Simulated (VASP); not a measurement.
All values below come from PBE GGA with D4 dispersion, VASP's PBE PAW potentials (set 64) (plane waves; VASP 6.6.1).

VASP ran on this input.

### POSCAR
```
La
1
    1.8535268607    -3.2104029123     0.0000000000
    1.8535268607     3.2104029123     0.0000000000
   -0.0000000000     0.0000000000    11.8482364533
La
4
Direct
  0.0000000000   0.0000000000   0.5000000000
  0.0000000000   0.0000000000   0.0000000000
  0.3333330000   0.6666670000   0.2500000000
  0.6666670000   0.3333330000   0.7500000000
```

### INCAR
```
SYSTEM = La
PREC = Accurate; ENCUT = 520; LREAL = .False.
LASPH = .True.
EDIFF = 1E-7; NELM = 100; ALGO = Normal
LMAXMIX = 6
ISMEAR = -5
GGA = PE; IVDW = 13
ISIF = 2
LWAVE = .False.; LCHARG = .True.; LORBIT = 11
NEDOS = 601
LEFG = .True.
```

### KPOINTS
```
Automatic mesh
0
Gamma
11 11 3
0 0 0
```

POTCAR, in this order: La (PBE.64 set). Program: vasp_std.

Output

**OUTCAR**
```
 ion  position               nearest neighbor table
   1  0.000  0.000  0.500-   3 3.65   4 3.65   4 3.65   3 3.65   4 3.65   3 3.65
   2  0.000  0.000  0.000-   3 3.65   4 3.65   4 3.65   3 3.65   4 3.65   3 3.65
   3  0.333  0.667  0.250-   1 3.65   2 3.65   1 3.65   2 3.65   1 3.65   2 3.65
   4  0.667  0.333  0.750-   1 3.65   2 3.65   1 3.65   2 3.65   1 3.65   2 3.65
  LATTYP: Found a hexagonal cell.
 ALAT       =     3.7070539088
 C/A-ratio  =     3.1961327633
 Subroutine PRICEL returns:
 Original cell was already a primitive cell.
 Subroutine GETGRP returns: Found 24 space group operations
The static configuration has the point symmetry D_3d.
 The point group associated with its full space group is D_6h.
The dynamic configuration has the point symmetry D_3d.
 Subroutine INISYM returns: Found 24 space group operations
 Subroutine IBZKPT returns following result:
 Found     32 irreducible k-points:

 Following reciprocal coordinates:
            Coordinates               Weight
  0.000000  0.000000  0.000000      1.000000
  0.090909  0.000000  0.000000      6.000000
  0.181818  0.000000  0.000000      6.000000
  0.272727  0.000000  0.000000      6.000000
  0.363636  0.000000  0.000000      6.000000
...
```

**OSZICAR**
```
       N       E                     dE             d eps       ncg     rms          rms(c)
DAV:   1     0.572213055278E+03    0.57221E+03   -0.15080E+04  1664   0.235E+03
DAV:   2     0.118842486460E+03   -0.45337E+03   -0.44769E+03  2544   0.452E+02
DAV:   3    -0.259656142891E+01   -0.12144E+03   -0.12056E+03  3038   0.281E+02
DAV:   4    -0.172334218353E+02   -0.14637E+02   -0.14406E+02  3072   0.998E+01
DAV:   5    -0.192665608726E+02   -0.20331E+01   -0.19724E+01  3240   0.330E+01    0.524E+00
DAV:   6    -0.194753675021E+02   -0.20881E+00   -0.25635E+00  3232   0.115E+01    0.266E+00
DAV:   7    -0.194962548569E+02   -0.20887E-01   -0.34991E-01  3168   0.451E+00    0.662E-01
DAV:   8    -0.195049257144E+02   -0.86709E-02   -0.51360E-02  3280   0.170E+00    0.260E-01
DAV:   9    -0.195070393183E+02   -0.21136E-02   -0.68216E-03  3096   0.578E-01    0.183E-01
DAV:  10    -0.195088457328E+02   -0.18064E-02   -0.59395E-03  2792   0.570E-01    0.489E-02
DAV:  11    -0.195088704561E+02   -0.24723E-04   -0.42851E-04  3288   0.211E-01    0.279E-02
DAV:  12    -0.195088616796E+02    0.87765E-05   -0.35392E-05  3168   0.426E-02    0.190E-02
DAV:  13    -0.195088576830E+02    0.39966E-05   -0.19407E-05  2760   0.416E-02    0.625E-03
DAV:  14    -0.195088568546E+02    0.82835E-06   -0.19755E-06  2952   0.163E-02    0.914E-04
DAV:  15    -0.195088561741E+02    0.68053E-06   -0.11296E-08  1720   0.379E-03    0.292E-04
DAV:  16    -0.195088557796E+02    0.39448E-06    0.25147E-08  1576   0.353E-03    0.189E-04
DAV:  17    -0.195088558116E+02   -0.31976E-07    0.74934E-09  1552   0.224E-03
   1 F= -.20733054E+02 E0= -.20733054E+02  d E =0.000000E+00
```

### OUTCAR
```
------------------------ aborting loop because EDIFF is reached ----------------------------------------
  Edisp (eV):   -1.22420
  FORCE on cell =-STRESS in cart. coord.  units (eV):
  Direction    XX          YY          ZZ          XY          YZ          ZX
  --------------------------------------------------------------------------------------
  Total       0.18927     0.18927    -0.10971     0.00000     0.00000     0.00000
  in kB       2.15058     2.15058    -1.24659     0.00000     0.00000     0.00000
  external pressure =        1.02 kB  Pullay stress =        0.00 kB
  volume of cell :      141.01
      direct lattice vectors                 reciprocal lattice vectors
     1.853526861 -3.210402912  0.000000000     0.269756004 -0.155743691  0.000000000
     1.853526861  3.210402912  0.000000000     0.269756004  0.155743691  0.000000000
     0.000000000  0.000000000 11.848236453     0.000000000  0.000000000  0.084400746
 POSITION                                       TOTAL-FORCE (eV/Angst)
 -----------------------------------------------------------------------------------
      0.00000      0.00000      5.92412         0.000000      0.000000     -0.000000
      0.00000      0.00000      0.00000         0.000000      0.000000     -0.000000
      1.85353      1.07014      2.96206         0.000000     -0.000000     -0.000000
      1.85353     -1.07014      8.88618        -0.000000      0.000000      0.000000
 -----------------------------------------------------------------------------------
    total drift:                                0.000000      0.000000      0.000000
  FREE ENERGIE OF THE ION-ELECTRON SYSTEM (eV)
  ---------------------------------------------------
  free  energy   TOTEN  =       -20.7330541601 eV

  energy  without entropy=      -20.7330541601  energy(sigma->0) =      -20.73305416

 total charge

# of ion       s       p       d       f       tot
--------------------------------------------------
    1        2.067   5.544   0.936   0.095   8.642
    2        2.067   5.544   0.936   0.095   8.642
    3        2.070   5.551   0.926   0.087   8.634
    4        2.070   5.551   0.926   0.087   8.634
--------------------------------------------------
tot          8.274  22.189   3.724   0.364  34.551

 Electric field gradients after diagonalization (V/A^2)
 (convention: |V_zz| > |V_xx| > |V_yy|)
----------------------------------------------------------------------
 ion       V_xx      V_yy      V_zz     asymmetry (V_yy - V_xx)/ V_zz
----------------------------------------------------------------------
   1     -13.933   -13.933    27.865       0.000
   2     -13.933   -13.933    27.865       0.000
   3     -19.543   -19.541    39.084       0.000
   4     -19.543   -19.541    39.084       0.000
```
(Selected blocks of OUTCAR.)

For a metal the tetrahedron method with Blöchl corrections gives inexact stress and forces.

The compound is La in the dhcp structure. It was relaxed first, which changed the volume by -6 %.
